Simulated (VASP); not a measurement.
# LiBi3 (P4/mmm) in VASP: further runs

The runs below take LiBi3 through single point, with PBE.

Program: VASP 6.6.1. These are calculated values, not measurements. Logs are shortened: lines on timing, memory, paths and dates and some standing lists are left out, and cuts for length are marked.

## (1) The structure

It takes space group P4/mmm (No. 123, tetragonal). Conventional cell: a = 6.091 Å, b = 6.091 Å, c = 2.846 Å, α = 90.00°, β = 90.00°, γ = 90.00°. Li (site symmetry 4/mmm) is surrounded by 2 Li at 2.85 Å. Bi (site symmetry 4/mmm) is surrounded by 6 Bi at 2.85 to 3.05 Å. Bi (site symmetry mmm) is surrounded by 4 Bi at 2.85 to 3.05 Å.

The cell was built by a generator and needn't be a form met in nature.

## (2) Single point, PBE

Contents of INCAR:

```
PREC = Accurate
ENCUT = 520
EDIFF = 1E-6
ISMEAR = 0
SIGMA = 0.1
LREAL = False
LASPH = True
NELM = 100
ALGO = Fast
ISIF = 2
LWAVE = False
LCHARG = False
GGA = PE
NBANDS = 32
```

Contents of KPOINTS:

```
Automatic mesh
0
Gamma
  4 4 6
```

Contents of POSCAR:

```
LiBi3
1.0
    6.0914682600      0.0000000000      0.0000000000
    0.0000000000      6.0914682600      0.0000000000
    0.0000000000      0.0000000000      2.8456878200
Li Bi
1 3
Direct
    0.5000000000      0.5000000000      0.5000000000
    0.0000000000      0.0000000000      0.0000000000
    0.0000000000      0.5000000000      0.0000000000
    0.5000000000      0.0000000000      0.0000000000
```

Potentials or basis: VASP PAW PBE potentials, release 64 (Li_sv, Bi_d).

The run is started by

```
$ cat potpaw_PBE.64/Li_sv/POTCAR potpaw_PBE.64/Bi_d/POTCAR > POTCAR
$ mpirun -np 1 vasp_std > vasp.out
```

OUTCAR:

```text
PREC = Accurate
   ENCUT = 520
   EDIFF = 1E-6
   ISMEAR = 0
   LREAL = False
   LASPH = True
   NELM = 100
   ISIF = 2
   GGA = PE

 ion  position               nearest neighbor table
   1  0.500  0.500  0.500-
   2  0.000  0.000  0.000-   3 3.05   4 3.05   3 3.05   4 3.05
   3  0.000  0.500  0.000-   2 3.05   2 3.05
   4  0.500  0.000  0.000-   2 3.05   2 3.05

  LATTYP: Found a simple tetragonal cell.
 ALAT       =     6.0914682600
 C/A-ratio  =     0.4671595908

  Lattice vectors:

 A1 = (   6.0914682600,   0.0000000000,   0.0000000000)
 A2 = (   0.0000000000,   6.0914682600,   0.0000000000)
 A3 = (   0.0000000000,   0.0000000000,   2.8456878200)

Analysis of symmetry for initial positions (statically):
=====================================================================
 Subroutine PRICEL returns:
 Original cell was already a primitive cell.

 Routine SETGRP: Setting up the symmetry group for a
 simple tetragonal supercell.

 Subroutine GETGRP returns: Found 16 space group operations
 (whereof 16 operations were pure point group operations)
 out of a pool of 16 trial point group operations.

The static configuration has the point symmetry D_4h.

Analysis of symmetry for dynamics (positions and initial velocities):
=====================================================================
 Subroutine PRICEL returns:
 Original cell was already a primitive cell.

 Routine SETGRP: Setting up the symmetry group for a
 simple tetragonal supercell.

 Subroutine GETGRP returns: Found 16 space group operations
 (whereof 16 operations were pure point group operations)
 out of a pool of 16 trial point group operations.

The dynamic configuration has the point symmetry D_4h.

 Subroutine INISYM returns: Found 16 space group operations
 (whereof 16 operations are pure point group operations),
 and found     1 'primitive' translations

----------------------------------------------------------------------------------------

                                     Primitive cell

  volume of cell :     105.5921

  direct lattice vectors                    reciprocal lattice vectors
     6.091468260  0.000000000  0.000000000     0.164164034  0.000000000  0.000000000
     0.000000000  6.091468260  0.000000000     0.000000000  0.164164034  0.000000000
     0.000000000  0.000000000  2.845687820     0.000000000  0.000000000  0.351408891

  length of vectors
     6.091468260  6.091468260  2.845687820     0.164164034  0.164164034  0.351408891

  position of ions in fractional coordinates (direct lattice)
     0.500000000  0.500000000  0.500000000
     0.000000000  0.000000000  0.000000000
     0.000000000  0.500000000  0.000000000
     0.500000000  0.000000000  0.000000000

  ion indices of the primitive-cell ions
   primitive index   ion index
                 1           1
                 2           2
                 3           3
                 4           4

----------------------------------------------------------------------------------------

 KPOINTS: Automatic mesh

Automatic generation of k-mesh.
 Grid dimensions read from file:
 generate k-points for:    4    4    6

 Generating k-lattice:

  Cartesian coordinates                     Fractional coordinates (reciprocal lattice)
     0.041041008  0.000000000  0.000000000     0.250000000  0.000000000  0.000000000
     0.000000000  0.041041008  0.000000000     0.000000000  0.250000000  0.000000000
     0.000000000  0.000000000  0.058568148     0.000000000  0.000000000  0.166666667

  Length of vectors
     0.041041008  0.041041008  0.058568148

  Shift w.r.t. Gamma in fractional coordinates (k-lattice)
     0.000000000  0.000000000  0.000000000

 Subroutine IBZKPT returns following result:
 ===========================================

 Found     24 irreducible k-points:

 Following reciprocal coordinates:
            Coordinates               Weight
  0.000000  0.000000  0.000000      1.000000
  0.250000  0.000000  0.000000      4.000000
  0.500000  0.000000  0.000000      2.000000
  0.250000  0.250000  0.000000      4.000000
  0.500000  0.250000  0.000000      4.000000
  0.500000  0.500000  0.000000      1.000000
[... 16 lines left out ...]
  0.500000  0.250000  0.500000      4.000000
  0.500000  0.500000  0.500000      1.000000
   k-points           NKPTS =     24   k-points in BZ     NKDIM =     24   number of bands    NBANDS=     32
   number of dos      NEDOS =    301   number of ions     NIONS =      4
   total plane-waves  NPLWV =  55296
   dimension x,y,z NGX =    48 NGY =   48 NGZ =   24
   dimension x,y,z NGXF=    96 NGYF=   96 NGZF=   48
   ions per type =               1   3
   NGX,Y,Z   is equivalent  to a cutoff of  13.10, 13.10, 14.02 a.u.
   NGXF,Y,Z  is equivalent  to a cutoff of  26.20, 26.20, 28.04 a.u.
 SYSTEM =  unknown system
   PREC   = accura    normal or accurate (medium, high low for compatibility)
   ISTART =      0    job   : 0-new  1-cont  2-samecut
   ICHARG =      2    charge: 1-file 2-atom 10-const
   ISPIN  =      1    spin polarized calculation?
   LNONCOLLINEAR =      F non collinear calculations
   LSORBIT =      F    spin-orbit coupling
   LASPH  =      T    aspherical Exc in radial PAW
   ENCUT  =  520.0 eV  38.22 Ry    6.18 a.u.  11.33 11.33  5.29*2*pi/ulx,y,z
   NELM   =    100;   NELMIN=  2; NELMDL= -5     # of ELM steps
   EDIFF  = 0.1E-05   stopping-criterion for ELM
   LREAL  =      F    real-space projection
   EDIFFG = 0.1E-04   stopping-criterion for IOM
   NSW    =      0    number of steps for IOM
   IBRION =     -1    ionic relax: 0-MD 1-quasi-New 2-CG
   NFREE  =      0    steps in history (QN), initial steepest desc. (CG)
   ISIF   =      2    stress and relaxation
   ISYM   =      2    0-nonsym 1-usesym 2-fastsym
   POTIM  = 0.5000    time-step for ionic-motion
   TEBEG  =    0.0;   TEEND  =   0.0 temperature during run
   PSTRESS=    0.0 pullay stress
   NELECT =      48.0000    total number of electrons
   NUPDOWN=      -1.0000    fix difference up-down
   EMIN   =  10.00;   EMAX   =-10.00  energy-range for DOS
   EFERMI =   0.00;   METHOD = LEGACY
   ISMEAR =     0;   SIGMA  =   0.10  broadening in eV -4-tet -1-fermi 0-gaus
   EFERMI_NEDOS =   21; number of points for ismear=-14 and -15
   IALGO  =     68    algorithm
   IMIX   =      4    mixing-type and parameters
     AMIX     =   0.40;   BMIX     =  1.00
     AMIX_MAG =   1.60;   BMIX_MAG =  1.00
  volume/ion in A,a.u.               =      26.40       178.14
  Fermi-wavevector in a.u.,A,eV,Ry     =   1.258766  2.378722 21.558304  1.584491
  Thomas-Fermi vector in A             =   2.392359
   LORBIT       =      0    0 simple, 1 ext, 2 COOP (PROOUT), +10 PAW based schemes
   GGA     = PE    functional components
   LHFCALC =     F    Hartree Fock is set to
   AEXX    =    0.0000 exact exchange contribution
   IVDW    =     0    specifies the selected vdW correction
   LEPSILON=     F    determine dielectric tensor
   LRPA    =     F    only Hartree local field effects (RPA)
 non-spin polarized calculation
 RMM-DIIS sequential band-by-band and
 Gauss-broadening in eV      SIGMA  =   0.10
  energy-cutoff  :      520.00
  volume of cell :      105.59
 maximum number of plane-waves:      2871
 NGX is ok and might be reduce to    48
   NGX = 23   NGY = 23   NGZ = 11

 number of electron      48.0000033 magnetization

 Free energy of the ion-electron system (eV)
  ---------------------------------------------------
  ext. energy  EPLUGINS =         0.00000000
  ---------------------------------------------------
  free energy    TOTEN  =       -12.66843079 eV

  energy without entropy =      -12.66341406  energy(sigma->0) =      -12.66592242

 E-fermi :   7.2050     XC(G=0):  -9.8780

 val. band max:        7.1233278248   @ k =   0.0000   0.0000   0.3333
 cond. band min:       7.2718699377   @ k =   0.2500   0.0000   0.3333
 fundamental gap:      0.1485421128
 Fermi energy:         7.2049675305

 k-point     1 :       0.0000    0.0000    0.0000
  band No.  band energies     occupation
      1     -39.9030      2.00000
      2     -16.2568      2.00000
      3     -16.0086      2.00000
      4     -15.8995      2.00000
      5     -15.7584      2.00000
      6     -15.6896      2.00000
[... 24 lines left out ...]
     31      15.9604      0.00000
     32      16.2052      0.00000

 k-point     2 :       0.2500    0.0000    0.0000
  band No.  band energies     occupation
      1     -39.9029      2.00000
      2     -16.2487      2.00000
      3     -15.9830      2.00000
      4     -15.9042      2.00000
      5     -15.7503      2.00000
      6     -15.6781      2.00000
[... 24 lines left out ...]
     31      15.7375      0.00000
     32      16.2888      0.00000

 k-point     3 :       0.5000    0.0000    0.0000
  band No.  band energies     occupation
      1     -39.9029      2.00000
      2     -16.2417      2.00000
      3     -15.9490      2.00000
      4     -15.9153      2.00000
      5     -15.7388      2.00000
      6     -15.6657      2.00000
[... 24 lines left out ...]
     31      15.0775      0.00000
     32      16.3193      0.00000

 k-point     4 :       0.2500    0.2500    0.0000
  band No.  band energies     occupation
      1     -39.9029      2.00000
      2     -16.2392      2.00000
      3     -15.9610      2.00000
      4     -15.9069      2.00000
      5     -15.7382      2.00000
      6     -15.6662      2.00000
[... 654 lines left out ...]
     31      13.0561      0.00000
     32      13.1383      0.00000

 k-point    23 :       0.5000    0.2500    0.5000
  band No.  band energies     occupation
      1     -39.8901      2.00000
      2     -15.8513      2.00000
      3     -15.8312      2.00000
      4     -15.7164      2.00000
      5     -15.6123      2.00000
      6     -15.5604      2.00000
[... 24 lines left out ...]
     31      12.4237      0.00000
     32      12.9949      0.00000

 k-point    24 :       0.5000    0.5000    0.5000
  band No.  band energies     occupation
      1     -39.8900      2.00000
      2     -15.8310      2.00000
      3     -15.8310      2.00000
      4     -15.6484      2.00000
      5     -15.6006      2.00000
      6     -15.5645      2.00000
[... 24 lines left out ...]
     31      13.0542      0.00000
     32      13.0590      0.00000

------------------------ aborting loop because EDIFF is reached ----------------------------------------

  FORCE on cell =-STRESS in cart. coord.  units (eV):
  Direction    XX          YY          ZZ          XY          YZ          ZX
  --------------------------------------------------------------------------------------
  -------------------------------------------------------------------------------------
  Total        4.5483423      4.5483423     19.0824116      0.0000000     -0.0000000      0.0000000
  in kB       69.0132527     69.0132527    289.5426965      0.0000000     -0.0000000      0.0000000
  external PRESSURE =     142.5230673 kB  Pullay stress =       0.0000000 kB

 VOLUME and BASIS-vectors are now :
 -----------------------------------------------------------------------------
  energy-cutoff  :      520.00
  volume of cell :      105.59
      direct lattice vectors                 reciprocal lattice vectors
     6.091468260  0.000000000  0.000000000     0.164164034  0.000000000  0.000000000
     0.000000000  6.091468260  0.000000000     0.000000000  0.164164034  0.000000000
     0.000000000  0.000000000  2.845687820     0.000000000  0.000000000  0.351408891

 POSITION                                       TOTAL-FORCE (eV/Angst)
 -----------------------------------------------------------------------------------
      3.04573      3.04573      1.42284         0.000000      0.000000      0.000000
      0.00000      0.00000      0.00000         0.000000      0.000000      0.000000
      0.00000      3.04573      0.00000         0.000000      0.000000      0.000000
      3.04573      0.00000      0.00000         0.000000      0.000000      0.000000
 -----------------------------------------------------------------------------------
    total drift:                                0.000000      0.000000      0.000000

  FREE ENERGIE OF THE ION-ELECTRON SYSTEM (eV)
  ---------------------------------------------------
  free  energy   TOTEN  =       -12.6684307856 eV

  energy  without entropy=      -12.6634140601  energy(sigma->0) =      -12.66592242
```

Wall time 1.8 min (1 thread of Intel Xeon Platinum 8488C (Sapphire Rapids), shared host); peak memory 0.25 GiB.

What came out:

```yaml
Free_energy: -12.6684 eV
Band_gap_on_the_k_mesh: none (metal or under the smearing width)
```

Levels at points of the mesh, in eV from the Fermi level:
```csv
k point,band 21,band 22,band 23,band 24,band 25,band 26,band 27,band 28
"(0.00, 0.00, 0.00)",-5.65,-2.26,-2.26,0.59,2.88,4.35,4.35,6.37
"(0.50, 0.00, 0.00)",-3.37,-3.04,-1.32,-1.03,3.59,3.75,4.53,5.93
"(0.50, 0.50, 0.00)",-1.38,-1.38,-1.33,-1.11,-0.77,2.80,2.80,4.62
"(0.00, 0.00, 0.50)",-4.06,-2.93,-2.50,-2.50,1.37,1.37,2.34,2.78
"(0.50, 0.00, 0.50)",-4.45,-3.32,-2.28,-0.25,0.71,2.03,2.21,3.59
"(0.50, 0.50, 0.50)",-4.46,-4.46,-1.39,1.91,2.08,2.08,2.59,2.64
```

Caveat: the k mesh is coarse (spacing up to 0.37 Å⁻¹), so the values aren't converged; the cutoff is under 1.25 times the usual one of these potentials, so pressure, stress and relaxed cells hold a basis-set (Pulay) error; spin-orbit coupling is left out, which moves the levels of the heavy elements.

[end of part 1 of 2]
